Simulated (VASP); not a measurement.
Here is the system:

```yaml
crystal:
  lattice:
    - [1.83523, -3.17871, 0.00000]
    - [1.83523, 3.17871, 0.00000]
    - [0.00000, 0.00000, 11.71777]
  atoms:
    - { symbol: La, position: [0.00000, 0.00000, 0.50000] }
    - { symbol: La, position: [0.00000, 0.00000, 0.00000] }
    - { symbol: La, position: [0.33333, 0.66667, 0.25000] }
    - { symbol: La, position: [0.66667, 0.33333, 0.75000] }
```

These are PBEsol GGA, VASP's PBE PAW potentials (set 64) (plane waves; VASP) values and carry that method's errors. Settings: 500 eV cut-off, 10×10×3 Γ-centred mesh, first-order Methfessel-Paxton smearing of 0.10 eV, potentials La.

### Question
Estimate the energy per atom (σ→0), band gap (on the k-mesh) with the smallest direct gap where there is one.

### Answer

The band gap (on the k-mesh) is none (metal, semimetal or under 0.01 eV) and the energy per atom (σ→0) is -5.343 eV/atom.

Only differences to runs with the same potentials and settings are physical.

The compound is La in the dhcp structure. It was relaxed first, which changed the volume by -9 %.
